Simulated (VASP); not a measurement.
# MgO (Periclase) (Fm-3m) in VASP: further runs, part 2 of 2

VASP 6.6.1. The steps go on from the part before.

## (3) Relaxation of the atoms, PBE+D3(BJ) (a relaxed cell with its volume scaled by 1.02)

The input, INCAR:

```
PREC = Accurate
ENCUT = 600
EDIFF = 1E-7
ISMEAR = 0
SIGMA = 0.03
LREAL = F
LASPH = T
NELM = 80
ALGO = Normal
ISIF = 2
LWAVE = F
LCHARG = F
GGA = PE
IVDW = 12
IBRION = 2
NSW = 40
EDIFFG = -0.01
```

The input, KPOINTS:

```
Automatic mesh
0
Gamma
  12 12 12
```

The input, POSCAR:

```
MgO                                     
1.0
    0.0000000000      2.1134691137      2.1134691137
    2.1134691137      0.0000000000      2.1134691137
    2.1134691137      2.1134691137      0.0000000000
  Mg              O             
     1     1
Direct
     0.0000000000000000    0.0000000000000000    0.0000000000000000
     0.5000000000000000    0.5000000000000000    0.5000000000000000
```

Potentials or basis: VASP PAW PBE potentials, release 64 (Mg, O).

On the command line:

```
$ cat potpaw_PBE.64/Mg/POTCAR potpaw_PBE.64/O/POTCAR > POTCAR
$ mpirun -np 1 vasp_std > vasp.out
```

OUTCAR:

```text
PREC = Accurate
   ENCUT = 600
   EDIFF = 1E-7
   ISMEAR = 0
   LREAL = F
   LASPH = T
   NELM = 80
   ISIF = 2
   GGA = PE
   IVDW = 12
   IBRION = 2
   NSW = 40
   EDIFFG = -0.01
 IVDW          = 12

 ion  position               nearest neighbor table
   1  0.000  0.000  0.000-   2 2.11   2 2.11   2 2.11   2 2.11   2 2.11   2 2.11
   2  0.500  0.500  0.500-   1 2.11   1 2.11   1 2.11   1 2.11   1 2.11   1 2.11

  LATTYP: Found a face centered cubic cell.
 ALAT       =     4.2269382274

  Lattice vectors:

 A1 = (   0.0000000000,   2.1134691137,   2.1134691137)
 A2 = (   2.1134691137,   0.0000000000,   2.1134691137)
 A3 = (   2.1134691137,   2.1134691137,   0.0000000000)

Analysis of symmetry for initial positions (statically):
=====================================================================
 Subroutine PRICEL returns:
 Original cell was already a primitive cell.

 Routine SETGRP: Setting up the symmetry group for a
 face centered cubic supercell.

 Subroutine GETGRP returns: Found 48 space group operations
 (whereof 48 operations were pure point group operations)
 out of a pool of 48 trial point group operations.

The static configuration has the point symmetry O_h .

[... 170 lines left out ...]
  band No.  band energies     occupation
      1     -14.1027      2.00000
      2       3.1060      2.00000
      3       3.1060      2.00000
      4       3.1060      2.00000
      5       7.7315      0.00000
      6      18.8483      0.00000
      7      18.8483      0.00000
      8      18.8483      0.00000
[... 243 lines left out ...]
 k-point    24 :      -0.4167    0.1667    0.0000
  band No.  band energies     occupation
      1     -12.7612      2.00000
      2      -1.0641      2.00000
      3       1.5485      2.00000
      4       2.3370      2.00000
      5      12.0848      0.00000
      6      15.3544      0.00000
      7      17.1880      0.00000
      8      19.9303      0.00000

 [... further k-points ...]

------------------------ aborting loop because EDIFF is reached ----------------------------------------

 Edisp (eV)   -0.57987

 E8    (eV) :    -0.2271

  FORCE on cell =-STRESS in cart. coord.  units (eV):
  Direction    XX          YY          ZZ          XY          YZ          ZX
  --------------------------------------------------------------------------------------
  -------------------------------------------------------------------------------------
  Total      -0.36480    -0.36480    -0.36480    -0.00000    -0.00000     0.00000
  in kB     -30.95582   -30.95582   -30.95582    -0.00000    -0.00000     0.00000
  external pressure =      -30.96 kB  Pullay stress =        0.00 kB

 VOLUME and BASIS-vectors are now :
 -----------------------------------------------------------------------------
  energy-cutoff  :      600.00
  volume of cell :       18.88
      direct lattice vectors                 reciprocal lattice vectors
     0.000000000  2.113469114  2.113469114    -0.236577860  0.236577860  0.236577860
     2.113469114  0.000000000  2.113469114     0.236577860 -0.236577860  0.236577860
     2.113469114  2.113469114  0.000000000     0.236577860  0.236577860 -0.236577860

 POSITION                                       TOTAL-FORCE (eV/Angst)
 -----------------------------------------------------------------------------------
      0.00000      0.00000      0.00000         0.000000      0.000000     -0.000000
      2.11347      2.11347      2.11347        -0.000000     -0.000000      0.000000
 -----------------------------------------------------------------------------------
    total drift:                               -0.000000     -0.000000      0.000000

  FREE ENERGIE OF THE ION-ELECTRON SYSTEM (eV)
  ---------------------------------------------------
  free  energy   TOTEN  =       -12.4928276076 eV

  energy  without entropy=      -12.4928276076  energy(sigma->0) =      -12.49282761

 reached required accuracy - stopping structural energy minimisation
```

OSZICAR:

```text
N       E                     dE             d eps       ncg     rms          rms(c)
DAV:   1     0.176757903301E+02    0.17676E+02   -0.53159E+03  1272   0.102E+03
DAV:   2    -0.129986991662E+02   -0.30674E+02   -0.29243E+02  1440   0.152E+02
DAV:   3    -0.134685566170E+02   -0.46986E+00   -0.46986E+00  1336   0.217E+01
DAV:   4    -0.134696414187E+02   -0.10848E-02   -0.10848E-02  1696   0.978E-01
DAV:   5    -0.134696423861E+02   -0.96739E-06   -0.96739E-06  1408   0.171E-02    0.720E+00
DAV:   6    -0.119336625006E+02    0.15360E+01   -0.10135E+01  1152   0.225E+01    0.230E+00
DAV:   7    -0.119185990341E+02    0.15063E-01   -0.47922E-02  1232   0.269E+00    0.132E+00
DAV:   8    -0.119129595280E+02    0.56395E-02   -0.25409E-02  1152   0.244E+00    0.161E-01
DAV:   9    -0.119128549293E+02    0.10460E-03   -0.46429E-04  1704   0.194E-01    0.726E-02
DAV:  10    -0.119129624449E+02   -0.10752E-03   -0.13008E-04  1184   0.124E-01    0.545E-03
DAV:  11    -0.119129625825E+02   -0.13759E-06   -0.83890E-07  1760   0.893E-03    0.301E-03
DAV:  12    -0.119129625240E+02    0.58432E-07   -0.42379E-07  1208   0.600E-03
   1 F= -.12492828E+02 E0= -.12492828E+02  d E =-.124928E+02
```

CONTCAR:

```text
MgO
   1.00000000000000
     0.0000000000000000    2.1134691136999999    2.1134691136999999
     2.1134691136999999    0.0000000000000000    2.1134691136999999
     2.1134691136999999    2.1134691136999999    0.0000000000000000
  Mg              O
     1     1
Direct
     0.0000000000000000    0.0000000000000000    0.0000000000000000
     0.5000000000000000    0.5000000000000000    0.5000000000000000

  0.00000000E+00  0.00000000E+00  0.00000000E+00
  0.00000000E+00  0.00000000E+00  0.00000000E+00
```

Wall time 7 s (1 thread of AMD EPYC 9R45 (Zen 5), shared host); peak memory 0.12 GiB.

Results:

```
Free energy                : -12.4928 eV
Pressure after relaxing    : -3.1 GPa
Band gap on the k mesh     : 4.63 eV, direct
Dispersion energy per atom : -0.290 eV
```

Final structure:
```yaml
crystal:
  lattice:
    - [0.00000, 2.11347, 2.11347]
    - [2.11347, 0.00000, 2.11347]
    - [2.11347, 2.11347, 0.00000]
  atoms:
    - { symbol: Mg, position: [0.00000, 0.00000, 0.00000] }
    - { symbol: O, position: [0.50000, 0.50000, 0.50000] }
```

Levels at points of the mesh, in eV from the valence-band top:
| k point | band 1 | band 2 | band 3 | band 4 | band 5 | band 6 | band 7 | band 8 |
| --- | --- | --- | --- | --- | --- | --- | --- | --- |
| (0.00, 0.00, 0.00) | -17.21 | 0.00 | 0.00 | 0.00 | 4.63 | 15.74 | 15.74 | 15.74 |
| (0.50, 0.00, 0.00) | -15.95 | -4.57 | -0.64 | -0.64 | 7.83 | 12.49 | 16.20 | 16.20 |
| (0.50, 0.50, 0.00) | -15.70 | -4.04 | -1.33 | -1.33 | 9.11 | 9.86 | 12.99 | 18.81 |

Caveat: the relaxation stopped at its first step, so nothing moved. A k mesh can miss the band edges.

## (4) Comparison with measurements

Step 2. Measured gap of MgO: 7.83 eV (quoted in “Electronic structure of alkaline earth and post-transition metal oxides”, 2009, arxiv:0908.1581). This calculation gives 4.82 eV (-3.01 eV). The value is that of PBE+D3(BJ) on a finite k mesh, which can miss the band edges, without temperature or zero-point motion. Semilocal functionals fall short of measured gaps as a rule.
